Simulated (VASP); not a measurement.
Calculation: PBEsol GGA, VASP's PBE PAW potentials (set 64) (plane waves; VASP 6.6.1).

VASP input:

### INCAR
```
SYSTEM = CoP
PREC = Accurate
ENCUT = 400
EDIFF = 1E-6
NELM = 100
ALGO = Normal
LREAL = .FALSE.
LASPH = .TRUE.
ISMEAR = 1
SIGMA = 0.1
GGA = PS
LMAXMIX = 4
LWAVE = .FALSE.
LCHARG = .FALSE.
IBRION = 2
ISIF = 3
NSW = 60
EDIFFG = -0.01
```

KPOINTS:
```
kpoints
0
G
 12 12 12
0 0 0
```

**POSCAR**
```
CoP
1.0
  0.0000000000   2.2820234677   2.2820234677
  2.2820234677   0.0000000000   2.2820234677
  2.2820234677   2.2820234677   0.0000000000
Co P
1 1
Cartesian
  0.0000000000   2.2820234677   2.2820234677
  2.2820234677   2.2820234677   2.2820234677
```

POTCAR, in this order: Co P (PBE.64 set). Program: vasp_std.

Output of the run:

**OUTCAR**
```
 ion  position               nearest neighbor table
   1  0.000  0.000  0.000-   2 2.28   2 2.28   2 2.28   2 2.28   2 2.28   2 2.28
   2  0.500  0.500  0.500-   1 2.28   1 2.28   1 2.28   1 2.28   1 2.28   1 2.28
  LATTYP: Found a face centered cubic cell.
 ALAT       =     4.5640469354
 Subroutine PRICEL returns:
 Original cell was already a primitive cell.
 Subroutine GETGRP returns: Found 48 space group operations
The static configuration has the point symmetry O_h .
The dynamic configuration has the point symmetry O_h .
 Subroutine INISYM returns: Found 48 space group operations
 Subroutine IBZKPT returns following result:
 Found     72 irreducible k-points:

 Following reciprocal coordinates:
            Coordinates               Weight
  0.000000  0.000000  0.000000      1.000000
  0.083333  0.000000  0.000000      8.000000
  0.166667  0.000000  0.000000      8.000000
  0.250000  0.000000  0.000000      8.000000
  0.333333  0.000000  0.000000      8.000000
  0.416667  0.000000  0.000000      8.000000
  0.500000  0.000000  0.000000      4.000000
  0.083333  0.083333  0.000000      6.000000
  0.166667  0.083333  0.000000     24.000000
  0.250000  0.083333  0.000000     24.000000
  0.333333  0.083333  0.000000     24.000000
  0.416667  0.083333  0.000000     24.000000
  0.500000  0.083333  0.000000     24.000000
 -0.416667  0.083333  0.000000     24.000000
 -0.333333  0.083333  0.000000     24.000000
 -0.250000  0.083333  0.000000     24.000000
 -0.166667  0.083333  0.000000     24.000000
 -0.083333  0.083333  0.000000     12.000000
  0.166667  0.166667  0.000000      6.000000
  0.250000  0.166667  0.000000     24.000000
  0.333333  0.166667  0.000000     24.000000
  0.416667  0.166667  0.000000     24.000000
  0.500000  0.166667  0.000000     24.000000
 -0.416667  0.166667  0.000000     24.000000
...
```

**OSZICAR**
```
       N       E                     dE             d eps       ncg     rms          rms(c)
DAV:   1     0.465570991264E+02    0.46557E+02   -0.54047E+03  1648   0.111E+03
DAV:   2    -0.128283117499E+02   -0.59385E+02   -0.55766E+02  1635   0.213E+02
DAV:   3    -0.152244910869E+02   -0.23962E+01   -0.23285E+01  1784   0.494E+01
DAV:   4    -0.152767697772E+02   -0.52279E-01   -0.52150E-01  1899   0.721E+00
DAV:   5    -0.152784358469E+02   -0.16661E-02   -0.16656E-02  1905   0.134E+00    0.144E+01
DAV:   6    -0.178247853902E+02   -0.25463E+01   -0.48425E+01  1736   0.119E+02    0.174E+01
DAV:   7    -0.137660550998E+02    0.40587E+01   -0.21289E+01  1766   0.863E+01    0.344E+00
DAV:   8    -0.137794288652E+02   -0.13374E-01   -0.55586E-01  1719   0.627E+00    0.119E+00
DAV:   9    -0.137720503978E+02    0.73785E-02   -0.24343E-02  2234   0.259E+00    0.298E-01
DAV:  10    -0.137716370674E+02    0.41333E-03   -0.10601E-03  1704   0.373E-01    0.103E-01
DAV:  11    -0.137716124574E+02    0.24610E-04   -0.30975E-04  2193   0.265E-01    0.377E-02
DAV:  12    -0.137716061167E+02    0.63407E-05   -0.20103E-05  2350   0.568E-02    0.114E-02
DAV:  13    -0.137716053764E+02    0.74028E-06   -0.15523E-06  1006   0.971E-03
   1 F= -.13771605E+02 E0= -.13771881E+02  d E =-.137716E+02
       N       E                     dE             d eps       ncg     rms          rms(c)
DAV:   1    -0.137743488872E+02   -0.27428E-02   -0.38236E-02  1676   0.369E+00    0.468E-01
DAV:   2    -0.137779442398E+02   -0.35954E-02   -0.77703E-02  1748   0.491E+00    0.609E-01
DAV:   3    -0.137717735294E+02    0.61707E-02   -0.34654E-02  1745   0.327E+00    0.935E-02
DAV:   4    -0.137716612749E+02    0.11225E-03   -0.56792E-04  1695   0.244E-01    0.272E-02
DAV:   5    -0.137716571063E+02    0.41687E-05   -0.23306E-05  2381   0.519E-02    0.173E-02
DAV:   6    -0.137716554240E+02    0.16823E-05   -0.42341E-06   944   0.235E-02    0.303E-03
DAV:   7    -0.137716555066E+02   -0.82557E-07   -0.84450E-07   843   0.105E-02
   2 F= -.13771656E+02 E0= -.13771921E+02  d E =-.501301E-04
       N       E                     dE             d eps       ncg     rms          rms(c)
DAV:   1    -0.137720483172E+02   -0.39289E-03   -0.49477E-03  1670   0.133E+00    0.169E-01
DAV:   2    -0.137725203658E+02   -0.47205E-03   -0.10199E-02  1740   0.178E+00    0.220E-01
DAV:   3    -0.137717114486E+02    0.80892E-03   -0.44810E-03  1739   0.118E+00    0.335E-02
DAV:   4    -0.137716976811E+02    0.13767E-04   -0.71034E-05  1641   0.807E-02    0.104E-02
DAV:   5    -0.137716968089E+02    0.87218E-06   -0.33973E-06  1287   0.240E-02
   3 F= -.13771697E+02 E0= -.13771966E+02  d E =-.914325E-04
```

OUTCAR:
```
------------------------ aborting loop because EDIFF is reached ----------------------------------------
  FORCE on cell =-STRESS in cart. coord.  units (eV):
  Direction    XX          YY          ZZ          XY          YZ          ZX
  --------------------------------------------------------------------------------------
  Total        0.0148353      0.0148353      0.0148353      0.0000000     -0.0000000      0.0000000
  in kB        1.0027107      1.0027107      1.0027107      0.0000000     -0.0000000      0.0000000
  external PRESSURE =       1.0027107 kB  Pullay stress =       0.0000000 kB
  volume of cell :       23.70
      direct lattice vectors                 reciprocal lattice vectors
    -0.000000000  2.279992347  2.279992347    -0.219298982  0.219298982  0.219298982
     2.279992347 -0.000000000  2.279992347     0.219298982 -0.219298982  0.219298982
     2.279992347  2.279992347 -0.000000000     0.219298982  0.219298982 -0.219298982
 POSITION                                       TOTAL-FORCE (eV/Angst)
 -----------------------------------------------------------------------------------
     -0.00000      0.00000      0.00000        -0.000000     -0.000000     -0.000000
      2.27999      2.27999      2.27999         0.000000      0.000000      0.000000
 -----------------------------------------------------------------------------------
    total drift:                                0.000000     -0.000000     -0.000000
  FREE ENERGIE OF THE ION-ELECTRON SYSTEM (eV)
  ---------------------------------------------------
  free  energy   TOTEN  =       -13.7716968089 eV

  energy  without entropy=      -13.7725031011  energy(sigma->0) =      -13.77196557

 reached required accuracy - stopping structural energy minimisation
```
(Selected blocks of OUTCAR.)

CONTCAR:
```
CoP
   1.00000000000000
    -0.0000000000000000    2.2799923473442889    2.2799923473442889
     2.2799923473442889   -0.0000000000000000    2.2799923473442889
     2.2799923473442889    2.2799923473442889   -0.0000000000000000
  Co              P
     1     1
Direct
     0.0000000000000000    0.0000000000000000    0.0000000000000000
     0.5000000000000000    0.5000000000000000    0.5000000000000000
```

File OUTCAR:
```
 val. band max:       10.5746202259   @ k =   0.5000   0.5000   0.0000

 cond. band min:      10.5944918962   @ k =  -0.4167   0.5000   0.0833


 Fermi energy:        10.5829437419

 k-point     1 :       0.0000    0.0000    0.0000
  band No.  band energies     occupation
      1      -3.9809      2.00000
      2       8.4016      2.00000
      3       8.4017      2.00000
      4       8.4017      2.00000
      5       8.4141      2.00000
      6       8.4141      2.00000
      7      12.2345     -0.00000
      8      12.2345     -0.00000
      9      12.2345     -0.00000
     10      20.9077      0.00000
     11      21.2870      0.00000

 k-point     2 :       0.0833    0.0000    0.0000
  band No.  band energies     occupation
      1      -3.8434      2.00000
      2       8.2089      2.00000
      3       8.2223      2.00000
      4       8.2223      2.00000
      5       8.4672      2.00000
      6       8.4672      2.00000
      7      11.8037     -0.00000
      8      12.4742     -0.00000
      9      12.4742     -0.00000
     10      20.3428      0.00000
     11      21.3125      0.00000

 k-point     3 :       0.1667    0.0000    0.0000
  band No.  band energies     occupation
      1      -3.4361      2.00000
      2       7.5311      2.00000
      3       7.7904      2.00000
      4       7.7904      2.00000
      5       8.6475      2.00000
      6       8.6475      2.00000
      7      10.9979     -0.00000
      8      13.0479      0.00000
      9      13.0479      0.00000
     10      19.0657      0.00000
     11      21.0609      0.00000

 k-point     4 :       0.2500    0.0000    0.0000
  band No.  band energies     occupation
      1      -2.7770      2.00000
      2       6.2958      2.00000
      3       7.3206      2.00000
      4       7.3206      2.00000
      5       8.9112      2.00000
      6       8.9112      2.00000
      7      10.4516      2.06878
      8      13.7342      0.00000
      9      13.7342      0.00000
...
```

The structure was generated: CoP was put into the rock salt type (Fm-3m), which need not be its known phase. This run relaxes it. Symmetry was kept, so distortions that lower it aren't found. The start is the result of an earlier pass. The run is not spin-polarised, so no magnetic state was tried.
